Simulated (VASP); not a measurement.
Computed with PBE GGA with D3 dispersion (Becke-Johnson damping), VASP's PBE PAW potentials (set 64) (plane waves; VASP).

VASP input:

POSCAR:
```
AuAl2
1
    0.0000000000     2.9937365768     2.9937365768
    2.9937365768     0.0000000000     2.9937365768
    2.9937365768     2.9937365768     0.0000000000
Al Au
2 1
Direct
  0.2500000000   0.2500000000   0.2500000000
  0.7500000000   0.7500000000   0.7500000000
  0.0000000000   0.0000000000   0.0000000000
```

KPOINTS:
```
k-points along high-symmetry lines
15
Line-mode
Reciprocal
  0.000000   0.000000   0.000000 ! GAMMA
  0.500000   0.000000   0.500000 ! X

  0.500000   0.000000   0.500000 ! X
  0.625000   0.250000   0.625000 ! U

  0.375000   0.375000   0.750000 ! K
  0.000000   0.000000   0.000000 ! GAMMA

  0.000000   0.000000   0.000000 ! GAMMA
  0.500000   0.500000   0.500000 ! L

  0.500000   0.500000   0.500000 ! L
  0.500000   0.250000   0.750000 ! W

  0.500000   0.250000   0.750000 ! W
  0.500000   0.000000   0.500000 ! X
```

INCAR:
```
# general
SYSTEM   =  AuAl2
PREC     =  Accurate
ENCUT    =  520
LREAL    =  F   # projection in real space or not
LASPH    =  T   # aspherical one-centre terms
ICHARG   =  11   # fixed density

# electronic loop
EDIFF    =  1E-7
NELM     =  100   # most electronic steps
ALGO     =  Normal
LMAXMIX  =  6

# smearing
ISMEAR   =  0   # Gaussian
SIGMA    =  0.05   # width (eV)

# functional
GGA      =  PE   # PBE
IVDW     =  12   # D3, Becke-Johnson

# output
LWAVE    =  F
LCHARG   =  F
LORBIT   =  11   # lm-projected
```

POTCAR, in this order: Al Au (PBE.64 set). Program: vasp_std. Read from the step before: CHGCAR.

The resulting files:

OSZICAR:
```
       N       E                     dE             d eps       ncg     rms          rms(c)
DAV:   1     0.663604148130E+02    0.66360E+02   -0.71815E+03  2176   0.117E+03
DAV:   2    -0.949076224081E+01   -0.75851E+02   -0.69948E+02  2480   0.209E+02
DAV:   3    -0.113619116527E+02   -0.18711E+01   -0.18480E+01  2772   0.325E+01
DAV:   4    -0.113800146629E+02   -0.18103E-01   -0.18085E-01  2624   0.353E+00
DAV:   5    -0.113803294631E+02   -0.31480E-03   -0.31478E-03  2708   0.497E-01
DAV:   6    -0.113803379197E+02   -0.84566E-05   -0.84559E-05  2684   0.787E-02
DAV:   7    -0.113803382000E+02   -0.28034E-06   -0.28081E-06  2660   0.146E-02
DAV:   8    -0.113803382088E+02   -0.87830E-08   -0.88109E-08  2088   0.260E-03
   1 F= -.12595260E+02 E0= -.12594784E+02  d E =-.952110E-03
```

**OUTCAR**
```
 val. band max:        9.1106237289   @ k =   0.1429   0.0000   0.1429

 cond. band min:       9.1678529298   @ k =   0.5000   0.0000   0.5000



 k-point     1 :       0.0000    0.0000    0.0000
  band No.  band energies     occupation
      1      -2.7287      2.00000
      2       1.2327      2.00000
      3       1.2327      2.00000
      4       1.2327      2.00000
      5       2.1968      2.00000
      6       2.1968      2.00000
      7      10.1542      0.00000
      8      10.8293      0.00000
      9      10.8293      0.00000
     10      10.8293      0.00000
     11      11.8059      0.00000
     12      11.8059      0.00000

 k-point     2 :       0.0357    0.0000    0.0357
  band No.  band energies     occupation
      1      -2.7062      2.00000
      2       1.2230      2.00000
      3       1.2397      2.00000
      4       1.2397      2.00000
      5       2.1902      2.00000
      6       2.2005      2.00000
      7      10.1108      0.00000
      8      10.5234      0.00000
      9      10.5234      0.00000
     10      10.6868      0.00000
     11      11.8926      0.00000
     12      12.1351      0.00000

 k-point     3 :       0.0714    0.0000    0.0714
  band No.  band energies     occupation
      1      -2.6386      2.00000
      2       1.1942      2.00000
      3       1.2606      2.00000
      4       1.2606      2.00000
      5       2.1707      2.00000
      6       2.2114      2.00000
      7       9.9936      0.00000
      8       9.9936      0.00000
      9      10.0029      0.00000
     10      10.3041      0.00000
     11      12.1294      0.00000
     12      12.7366      0.00000

 k-point     4 :       0.1071    0.0000    0.1071
  band No.  band energies     occupation
      1      -2.5263      2.00000
      2       1.1485      2.00000
      3       1.2951      2.00000
      4       1.2951      2.00000
      5       2.1391      2.00000
      6       2.2291      2.00000
      7       9.4438      0.00000
...
```

The density is held fixed in this step, so its total energy and stress have no physical meaning. Unless said otherwise, spin-orbit coupling is left out, though it shifts the bands of the heavy elements here.

The compound is AuAl2 in the fluorite structure. It was relaxed first. The electron count is odd and the run is not spin-polarised, which forces a metal.
